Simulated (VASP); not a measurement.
Output of a VASP run:

OSZICAR:
```
       N       E                     dE             d eps       ncg     rms          rms(c)
DAV:   1     0.253084766933E+03    0.25308E+03   -0.16218E+04 11408   0.133E+03
DAV:   2    -0.193752285931E+02   -0.27246E+03   -0.26402E+03 12668   0.361E+02
DAV:   3    -0.295370853292E+02   -0.10162E+02   -0.98975E+01 14271   0.675E+01
DAV:   4    -0.297734717973E+02   -0.23639E+00   -0.23499E+00 12294   0.112E+01
DAV:   5    -0.297801747868E+02   -0.67030E-02   -0.67124E-02 13873   0.190E+00    0.217E+01
DAV:   6    -0.315416090545E+02   -0.17614E+01   -0.48420E+01 17117   0.523E+01    0.271E+01
DAV:   7    -0.280459948967E+02    0.34956E+01   -0.36969E+01 16600   0.434E+01    0.930E+00
DAV:   8    -0.285681035700E+02   -0.52211E+00   -0.11893E+01 14540   0.355E+01    0.985E+00
DAV:   9    -0.275604947761E+02    0.10076E+01   -0.33596E+00 15382   0.225E+01    0.282E+00
DAV:  10    -0.275585061785E+02    0.19886E-02   -0.73083E-01 17053   0.739E+00    0.160E+00
DAV:  11    -0.275368627399E+02    0.21643E-01   -0.41913E-02 15083   0.219E+00    0.107E+00
DAV:  12    -0.275347407139E+02    0.21220E-02   -0.49765E-02 15225   0.164E+00    0.840E-01
DAV:  13    -0.275257287321E+02    0.90120E-02   -0.47801E-02 15228   0.203E+00    0.215E-01
DAV:  14    -0.275254790093E+02    0.24972E-03   -0.20949E-03 12374   0.389E-01    0.121E-01
DAV:  15    -0.275252163300E+02    0.26268E-03   -0.56341E-04 14121   0.226E-01    0.438E-02
DAV:  16    -0.275252444716E+02   -0.28142E-04   -0.37569E-05 12869   0.765E-02    0.435E-02
DAV:  17    -0.275252094475E+02    0.35024E-04   -0.73448E-05 14620   0.819E-02    0.924E-03
DAV:  18    -0.275252119940E+02   -0.25464E-05   -0.93987E-06 13018   0.241E-02    0.236E-03
DAV:  19    -0.275252129623E+02   -0.96834E-06   -0.40677E-07  9514   0.728E-03    0.137E-03
DAV:  20    -0.275252151960E+02   -0.22337E-05   -0.65032E-08  6005   0.183E-03    0.676E-04
DAV:  21    -0.275252149298E+02    0.26614E-06   -0.75453E-09  5739   0.820E-04    0.247E-04
DAV:  22    -0.275252147708E+02    0.15905E-06   -0.38874E-09  5746   0.503E-04    0.123E-04
DAV:  23    -0.275252146942E+02    0.76560E-07   -0.87411E-10  5732   0.254E-04
   1 F= -.27525215E+02 E0= -.27525215E+02  d E =0.000000E+00
```

File OUTCAR:
```
------------------------ aborting loop because EDIFF is reached ----------------------------------------
  FORCE on cell =-STRESS in cart. coord.  units (eV):
  Direction    XX          YY          ZZ          XY          YZ          ZX
  --------------------------------------------------------------------------------------
  Total        0.0477866      0.0477866      0.0477866     -0.0170990      0.0170990      0.0170990
  in kB        1.3354393      1.3354393      1.3354393     -0.4778478      0.4778478      0.4778478
  external PRESSURE =       1.3354393 kB  Pullay stress =       0.0000000 kB
  volume of cell :       57.33
      direct lattice vectors                 reciprocal lattice vectors
     0.000000000  1.930855592  1.930855592    -0.259340290  0.258564831  0.259340290
     1.930855592  0.000000000  1.930855592     0.258564831 -0.259340290  0.259340290
     7.700397229  7.700397229  0.023025141     0.065028938  0.065028938 -0.065028938
 POSITION                                       TOTAL-FORCE (eV/Angst)
 -----------------------------------------------------------------------------------
      7.68390      7.68390      0.03952        -0.021785     -0.021785      0.021785
      1.92510      1.92510      0.00576        -0.000000     -0.000000     -0.000000
      5.79755      5.79755      3.85673         0.021785      0.021785     -0.021785
      5.77530      5.77530      0.01727        -0.000000     -0.000000     -0.000000
 -----------------------------------------------------------------------------------
    total drift:                                0.000000      0.000000     -0.000000
  FREE ENERGIE OF THE ION-ELECTRON SYSTEM (eV)
  ---------------------------------------------------
  free  energy   TOTEN  =       -27.5252146942 eV

  energy  without entropy=      -27.5252146942  energy(sigma->0) =      -27.52521469

 total charge

# of ion       s       p       d       tot
------------------------------------------
    1        0.502   0.568   8.487   9.556
    2        0.496   0.505   8.479   9.480
    3        0.502   0.568   8.487   9.556
    4        0.670   0.648   6.901   8.219
--------------------------------------------------
tot          2.170   2.288  32.353  36.810
```
(Selected blocks of OUTCAR.)

**POSCAR**
```
IrPd3
1
    0.0000000000     1.9308555925     1.9308555925
    1.9308555925     0.0000000000     1.9308555925
    7.7003972294     7.7003972294     0.0230251409
Pd Ir
3 1
Direct
  0.0042912988   0.0042912988   0.9967815259
  0.0000000000   0.0000000000   0.2500000000
  0.9957087012   0.9957087012   0.5032184741
  0.0000000000   0.0000000000   0.7500000000
```

Question: Reconstruct the remaining input files.

Answer: One answer among several that fit: the input of the run itself, PBEsol GGA, plane waves, VASP's PBE PAW potentials (set 64).

### KPOINTS
```
Automatic
0
G
  15 15 4
```

INCAR:
```
# general
SYSTEM  = IrPd3
PREC    = Accurate
ENCUT   = 400   # plane-wave cut-off (eV)
LREAL   = .FALSE.
LASPH   = .TRUE.

# electronic loop
EDIFF   = 1E-7
NELM    = 100   # most electronic steps
ALGO    = Normal
LMAXMIX = 6

# smearing
ISMEAR  = -5

# functional
GGA     = PS

# ions
ISIF    = 2

# output
LWAVE   = .FALSE.
LCHARG  = .TRUE.
LORBIT  = 11   # lm-projected
NEDOS   = 601

# other
LEFG    = .TRUE.
```

POTCAR, in this order: Pd Ir (PBE.64 set). Program: vasp_std.

For a metal the tetrahedron method with Blöchl corrections gives inexact stress and forces.

The structure was generated: IrPd3 was put into an ordered model structure (R-3m), which need not be its known phase. It was relaxed first. The electron count is odd and the run is not spin-polarised, which forces a metal.
